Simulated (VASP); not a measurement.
```
CELL_PARAMETERS angstrom
      0.00000     2.33512     2.33512
      2.33512     0.00000     2.33512
      9.43210     9.43210    -0.09164
ATOMIC_POSITIONS crystal
  In 0.01856 0.01856 0.98608
  In 0.98548 0.98548 0.26089
  N  0.24503 0.24503 0.06623
  N  0.21295 0.21295 0.34029
  N  0.24895 0.24895 0.56329
  N  0.28405 0.28405 0.78696
  Al 0.98637 0.98637 0.51023
  Al 0.01862 0.01862 0.73604
```

All values below come from PBEsol GGA, VASP's PBE PAW potentials (set 64) (plane waves; VASP). Numerical set-up: 520 eV cut-off, Gaussian smearing of 0.050 eV, potentials In_d N Al.

Unless said otherwise, spin-orbit coupling is left out, though it shifts the bands of the heavy elements here.

Give the energies of bands 17 to 30 at the high-symmetry points, in eV from the valence-band maximum.

```csv
band,Γ,T,H2,L,S0,F
17,-3.95,-2.53,-5.25,-5.33,-5.31,-5.44
18,-1.81,-1.81,-5.22,-5.23,-5.21,-5.40
19,-1.81,-1.81,-4.25,-3.42,-4.23,-3.28
20,-1.41,-1.73,-4.04,-3.03,-4.00,-3.18
21,-1.41,-1.41,-3.71,-2.85,-3.78,-2.89
22,-0.72,-1.41,-3.36,-2.27,-3.35,-2.62
23,-0.42,-0.41,-2.45,-2.08,-2.50,-2.10
24,-0.42,-0.41,-2.33,-2.04,-2.28,-1.74
25,0.00,-0.01,-2.11,-1.51,-2.13,-1.40
26,0.00,-0.01,-1.88,-1.06,-1.86,-0.96
27,0.53,1.32,4.21,2.71,4.21,2.26
28,3.10,2.25,4.70,3.26,4.73,3.63
29,3.41,4.01,4.92,4.07,4.88,4.35
30,4.50,4.36,5.37,5.25,5.35,4.51
```

The gap is direct, 0.53 eV, from the valence maximum at Γ to the conduction minimum at Γ.

The structure was generated: Al2In2N4 was put into an ordered model structure (R3m), which need not be its known phase. It was relaxed first.
